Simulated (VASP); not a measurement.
Input:

```yaml
crystal:
  lattice:
    - [0.00000, 2.26342, 2.26342]
    - [2.26342, 0.00000, 2.26342]
    - [2.26342, 2.26342, 0.00000]
  atoms:
    - { symbol: B, position: [0.00000, 0.00000, 0.00000] }
    - { symbol: P, position: [0.25000, 0.25000, 0.25000] }
```

These are r2SCAN+rVV10, VASP's PBE PAW potentials (set 64) (plane waves; VASP) values and carry that method's errors. Settings: 520 eV cut-off, 11×11×11 Γ-centred mesh, tetrahedra with Blöchl corrections, potentials B P.

Tabulate the total density of states (states/eV per cell) against energy (eV; zero at the valence-band maximum or, without a gap, the Fermi level).

(E (eV), DOS (states/eV)): (-9.95, 0.00); (-9.59, 0.00); (-9.23, 0.15); (-8.87, 0.53); (-8.39, 1.01); (-8.03, 0.56); (-7.67, 0.43); (-7.31, 0.34); (-6.95, 0.30); (-6.59, 0.26); (-6.11, 0.83); (-5.75, 0.72); (-5.39, 0.68); (-5.03, 0.74); (-4.67, 0.94); (-4.31, 1.10); (-3.95, 1.05); (-3.47, 0.98); (-3.11, 0.96); (-2.75, 0.90); (-2.39, 0.90); (-2.03, 0.81); (-1.67, 0.51); (-1.19, 0.34); (-0.83, 0.24); (-0.47, 0.14); (-0.11, 0.01); (0.25, 0.00); (0.61, 0.00); (0.97, 0.00); (1.45, 0.01); (1.81, 0.14); (2.17, 0.27); (2.53, 0.41); (2.89, 0.52); (3.25, 0.62); (3.73, 0.85); (4.09, 1.23); (4.45, 1.46); (4.81, 0.57)
Within 2 eV below the valence-band maximum the largest weight inside VASP's projection spheres is P p, then B p.

The compound is BP in the zinc blende structure. It was relaxed first.
